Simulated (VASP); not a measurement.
Calculation: PBEsol GGA, VASP's PBE PAW potentials (set 64) (plane waves; VASP).

VASP input:

**KPOINTS**
```
Automatic
0
Gamma
 14 14 14
0 0 0
```

**POSCAR**
```
Sn
1
   -2.7933307063     2.7933307063     1.5110089796
    2.7933307063    -2.7933307063     1.5110089796
    2.7933307063     2.7933307063    -1.5110089796
Sn
2
Direct
  0.2500000000   0.7500000000   0.5000000000
  1.0000000000   0.0000000000   1.0000000000
```

INCAR:
```
# general
SYSTEM  = Sn
PREC    = Accurate
ENCUT   = 500
LREAL   = .FALSE.
LASPH   = .TRUE.

# electronic loop
EDIFF   = 1E-6
NELM    = 100
ALGO    = Normal
LMAXMIX = 4

# smearing
ISMEAR  = 1
SIGMA   = 0.1

# functional
GGA     = PS

# ions
IBRION  = 2
NSW     = 40
ISIF    = 3
EDIFFG  = -0.02
PSTRESS = 100

# output
LWAVE   = .FALSE.
LCHARG  = .FALSE.
```

POTCAR, in this order: Sn_d (PBE.64 set). Program: vasp_std.

The resulting files:

### OUTCAR
```
 ion  position               nearest neighbor table
   1  0.250  0.750  0.500-   2 2.89   2 2.89   2 2.89   2 2.89   2 3.60   2 3.60   2 3.60   2 3.60
  LATTYP: Found a body centered tetragonal cell.
 ALAT       =     5.5866614126
 C/A-ratio  =     0.5409345110
 Subroutine PRICEL returns:
 Original cell was already a primitive cell.
 Subroutine GETGRP returns: Found 16 space group operations
The static configuration has the point symmetry D_2d.
 The point group associated with its full space group is D_4h.
The dynamic configuration has the point symmetry D_2d.
 Subroutine INISYM returns: Found 16 space group operations
 Subroutine IBZKPT returns following result:
 Found    244 irreducible k-points:

 Following reciprocal coordinates:
            Coordinates               Weight
  0.000000  0.000000  0.000000      1.000000
  0.071429 -0.000000  0.000000      8.000000
  0.142857 -0.000000  0.000000      8.000000
  0.214286  0.000000 -0.000000      8.000000
  0.285714  0.000000  0.000000      8.000000
  0.357143 -0.000000  0.000000      8.000000
  0.428571  0.000000 -0.000000      8.000000
  0.500000  0.000000  0.000000      4.000000
  0.071429  0.071429  0.000000      8.000000
  0.142857  0.071429  0.000000     16.000000
  0.214286  0.071429  0.000000     16.000000
  0.285714  0.071429  0.000000     16.000000
  0.357143  0.071429  0.000000     16.000000
  0.428571  0.071429 -0.000000     16.000000
  0.500000  0.071429  0.000000     16.000000
 -0.428571  0.071429  0.000000     16.000000
 -0.357143  0.071429 -0.000000     16.000000
 -0.285714  0.071429 -0.000000     16.000000
 -0.214286  0.071429  0.000000     16.000000
 -0.142857  0.071429 -0.000000     16.000000
 -0.071429  0.071429  0.000000      4.000000
  0.142857  0.142857  0.000000      8.000000
  0.214286  0.142857  0.000000     16.000000
...
```

File OSZICAR:
```
       N       E                     dE             d eps       ncg     rms          rms(c)
DAV:   1     0.199096382365E+03    0.19910E+03   -0.14756E+04  8828   0.250E+03
DAV:   2     0.861263370597E+01   -0.19048E+03   -0.18811E+03  8794   0.445E+02
DAV:   3    -0.790664657928E+01   -0.16519E+02   -0.16350E+02 10084   0.136E+02
DAV:   4    -0.838070171442E+01   -0.47406E+00   -0.47294E+00 10352   0.250E+01
DAV:   5    -0.839779647156E+01   -0.17095E-01   -0.17094E-01 11898   0.428E+00    0.314E+00
DAV:   6    -0.835071475803E+01    0.47082E-01   -0.57831E-02 11676   0.417E+00    0.171E+00
DAV:   7    -0.833319418649E+01    0.17521E-01   -0.33028E-02 11574   0.306E+00    0.206E-01
DAV:   8    -0.833231512596E+01    0.87906E-03   -0.28127E-03 11112   0.851E-01    0.297E-02
DAV:   9    -0.833232252372E+01   -0.73978E-05   -0.70175E-05 10900   0.914E-02    0.161E-02
DAV:  10    -0.833232094779E+01    0.15759E-05   -0.47698E-06  9526   0.300E-02    0.182E-03
DAV:  11    -0.833232121541E+01   -0.26762E-06   -0.42429E-07  4956   0.105E-02
   1 F= -.53888407E+01 E0= -.53889383E+01  d E =-.538884E+01
       N       E                     dE             d eps       ncg     rms          rms(c)
DAV:   1    -0.833173153609E+01    0.58941E-03   -0.26971E-02 10420   0.163E+00    0.158E-01
DAV:   2    -0.833103565226E+01    0.69588E-03   -0.13493E-03 10440   0.671E-01    0.947E-02
DAV:   3    -0.833069066235E+01    0.34499E-03   -0.85141E-04 13296   0.468E-01    0.153E-02
DAV:   4    -0.833069737768E+01   -0.67153E-05   -0.12350E-04  9778   0.151E-01    0.727E-03
DAV:   5    -0.833069737026E+01    0.74206E-08   -0.38474E-06  8248   0.425E-02
   2 F= -.53889103E+01 E0= -.53889532E+01  d E =-.696023E-04
```

### OUTCAR
```
------------------------ aborting loop because EDIFF is reached ----------------------------------------
  FORCE on cell =-STRESS in cart. coord.  units (eV):
  Direction    XX          YY          ZZ          XY          YZ          ZX
  --------------------------------------------------------------------------------------
  Total        2.9556705      2.9556705      2.9515532      0.0000000      0.0000000      0.0000000
  in kB      100.4719393    100.4719393    100.3319786      0.0000000      0.0000000      0.0000000
  external PRESSURE =       0.4252857 kB  Pullay stress =     100.0000000 kB
  volume of cell :       47.13
      direct lattice vectors                 reciprocal lattice vectors
    -2.790598228  2.790598228  1.513098488     0.000000000  0.179173052  0.330447756
     2.790598228 -2.790598228  1.513098488     0.179173052  0.000000000  0.330447756
     2.790598228  2.790598228 -1.513098488     0.179173052  0.179173052  0.000000000
 POSITION                                       TOTAL-FORCE (eV/Angst)
 -----------------------------------------------------------------------------------
      2.79060      0.00000      0.75655        -0.000000     -0.000000     -0.000000
      0.00000      0.00000      0.00000         0.000000      0.000000      0.000000
 -----------------------------------------------------------------------------------
    total drift:                                0.000000     -0.000000     -0.000000
  FREE ENERGIE OF THE ION-ELECTRON SYSTEM (eV)
  ---------------------------------------------------
  free  energy   TOTEN  =        -8.3306973703 eV

  energy  without entropy=       -8.3308259461  energy(sigma->0) =       -8.33074023
  enthalpy is  TOTEN    =        -5.3889103035 eV   P V=        2.9417870668

 reached required accuracy - stopping structural energy minimisation
```
(Selected blocks of OUTCAR.)

### CONTCAR
```
Sn
   1.00000000000000
    -2.7905982276352237    2.7905982276352237    1.5130984878419684
     2.7905982276352237   -2.7905982276352237    1.5130984878419684
     2.7905982276352237    2.7905982276352237   -1.5130984878419684
  Sn
     2
Direct
     0.2500000000000000    0.7500000000000000    0.5000000000000000
     0.0000000000000000    0.0000000000000000    0.0000000000000000
```

The compound is Sn in the beta structure. This run relaxes it under an external pressure of 10 GPa. Symmetry was kept, so distortions that lower it aren't found.
